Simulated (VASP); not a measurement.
The system is CuI.

```
Cu I
1.0
     0.00000    3.02900    3.02900
     3.02900    0.00000    3.02900
     3.02900    3.02900    0.00000
Cu I
1 1
Cartesian
  1.5145 1.5145 1.5145
  0.0000 0.0000 0.0000
```

Base run:

| Property | Result |
| --- | --- |
| Program | VASP 6.6.1 |
| Functional | PBE |
| Potentials or basis | VASP PAW PBE potentials, release 64 (Cu, I) |
| Cutoff | 520 eV |
| k mesh | 22 × 22 × 22 |
| Occupations | fermi-dirac, width 0.02 eV |
| Spin | no spin polarisation |

Its results: band gap on the k mesh 1.15 eV, direct; pressure 0.4 GPa.

Task: The run is repeated on the same cell with these changes: functional from PBE to r2SCAN; further incar settings from ALGO = Fast; EDIFF = 1e-06; NBANDS = 16 to ALGO = Normal; EDIFF = 1e-06; NBANDS = 16. What comes out?

Result: Band gap on the k mesh 1.62 eV, direct; pressure -0.5 GPa.

Caveats: spin-orbit coupling is left out, which moves the levels of the heavy elements; the PAW data sets were made with another functional, which shifts forces and pressure a little (some runs).

A k mesh can miss the band edges.

Not every run made on this cell is shown here.
